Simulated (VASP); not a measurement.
Data:

```
CELL_PARAMETERS angstrom
      1.77000    -3.06573     0.00000
      1.77000     3.06573     0.00000
      0.00000     0.00000     5.55000
ATOMIC_POSITIONS crystal
  Tm 0.33333 0.66667 0.25000
  Tm 0.66667 0.33333 0.75000
```

All values below come from PBEsol GGA, VASP's PBE PAW potentials (set 64) (plane waves; VASP 6.6.1). Run with 400 eV cut-off, 11×11×6 Γ-centred mesh, first-order Methfessel-Paxton smearing of 0.10 eV, potentials Tm_3.

The 4f electrons are frozen in the core of the lanthanide potential, so 4f levels, which can set the real gap, and their magnetism are missing. Energy and stress use the plane-wave basis of the starting cell.

The ions, cell shape and volume are relaxed. Which structure does the run end with?

```
CELL_PARAMETERS angstrom
      1.75090    -3.03265     0.00000
      1.75090     3.03265     0.00000
      0.00000     0.00000     5.39899
ATOMIC_POSITIONS crystal
  Tm 0.33333 0.66667 0.25000
  Tm 0.66667 0.33333 0.75000
```
Space group P6_3/mmc (194), at a tolerance of 0.03 Å.

How do energy and volume change from the first to the last step?

The energy (σ→0) changes by -11.4 meV/atom and the volume by -4.8 %, in 7 ionic steps.

The compound is Tm in the hcp structure. This run relaxes it. Symmetry was kept, so distortions that lower it aren't found.
